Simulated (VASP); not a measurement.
Data:

```
AlCo
1.0
    2.73330     0.00000     0.00000
    0.00000     2.73330     0.00000
    0.00000     0.00000     2.73330
Al Co
1 1
Cartesian
  1.36665   1.36665   1.36665
  0.00000   0.00000   0.00000
```

Method: PBE GGA, VASP's PBE PAW potentials (set 64) (plane waves; VASP). Numerical set-up: 500 eV cut-off, 13×13×13 Γ-centred mesh, first-order Methfessel-Paxton smearing of 0.10 eV, potentials Al Co.

Energy and stress use the plane-wave basis of the starting cell.

Problem. The ions, cell shape and volume at an external pressure of 45.0 GPa are relaxed. Give the cell that the relaxation ends in.

Solution. 
```
AlCo
1.0
    2.69144     0.00000     0.00000
    0.00000     2.69144     0.00000
    0.00000     0.00000     2.69144
Al Co
1 1
Cartesian
  1.34572   1.34572   1.34572
  0.00000   0.00000   0.00000
```
Space group Pm-3m (221), at a tolerance of 0.03 Å.

Problem. How do energy and volume change from the first to the last step?

Solution. The energy (σ→0) changes by +106.9 meV/atom and the volume by -4.5 %, in 4 ionic steps.

```
step  E(σ→0) (eV)  max force (eV/Å)  pressure (GPa)  volume (Å³)
----  -----------  ----------------  --------------  -----------
1        -11.7586             0.000           29.85        20.42
2        -10.8274             0.000           85.94        17.70
3        -11.5517             0.000           44.51        19.52
4        -11.5449             0.000           44.94        19.50
```

The compound is CoAl in the CsCl type structure. This run relaxes it under an external pressure of 45 GPa. Symmetry was kept, so distortions that lower it aren't found. The run is not spin-polarised, so no magnetic state was tried.
